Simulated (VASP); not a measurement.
Wanted: the native input for a VASP 6.6.1 run.

| Quantity | Value |
| --- | --- |
| Task | single point |
| Functional | PBE |
| Potentials or basis | VASP PAW PBE potentials, release 64 (Al, Sn_d) |
| Cutoff | 520 eV |
| k mesh | 6 × 6 × 4 |
| Occupations | gaussian, width 0.1 eV |
| Spin | no spin polarisation |
| Dipole correction | no |
| Further INCAR settings | ALGO = Fast; EDIFF = 1e-06; NBANDS = 24 |

The structure of Al5Sn lies in POSCAR:

```
Al5Sn
1.0
    5.4142797500      0.0000000000      0.0000000000
   -2.7071398800      4.6889038100      0.0000000000
    0.0000000000      0.0000000000      4.3223878900
Al Sn
5 1
Direct
    0.0000000000      0.5000000000      0.5000000000
    0.3333333300      0.6666666700      0.0000000000
    0.6666666700      0.3333333300      0.0000000000
    0.5000000000      0.0000000000      0.5000000000
    0.5000000000      0.5000000000      0.5000000000
    0.0000000000      0.0000000000      0.0000000000
```

The cell was built by a generator and needn't be a form met in nature.

The cell isn't the ideal one: species swapped into the CeFe5 type (P6/mmm, No. 191).

These files were run (other wordings do the same):

INCAR

```
  PREC = Accurate
  ENCUT = 520
  EDIFF = 1E-6
  ISMEAR = 0
  SIGMA = 0.1
  LREAL = F
  LASPH = T
  NELM = 60
  ALGO = Fast
  ISIF = 2
  LWAVE = F
  LCHARG = F
  GGA = PE
  NBANDS = 24
```

KPOINTS

```
Automatic mesh
0
Gamma
  6 6 4
```

Potentials or basis: VASP PAW PBE potentials, release 64 (Al, Sn_d).

The run is started by

```sh
$ cat potpaw_PBE.64/Al/POTCAR potpaw_PBE.64/Sn_d/POTCAR > POTCAR
$ mpirun -np 1 vasp_std > vasp.out
```

It gave:

- Pressure: 6.4 GPa
- Band gap on the k mesh: none (metal or under the smearing width)

Caveat: the k mesh is coarse (spacing up to 0.36 Å⁻¹), so the values aren't converged.

Run time: 34 s on 1 thread of Intel(R) Xeon(R) Platinum 8559C (Emerald Rapids), with other jobs on the host, peak memory 0.23 GiB.
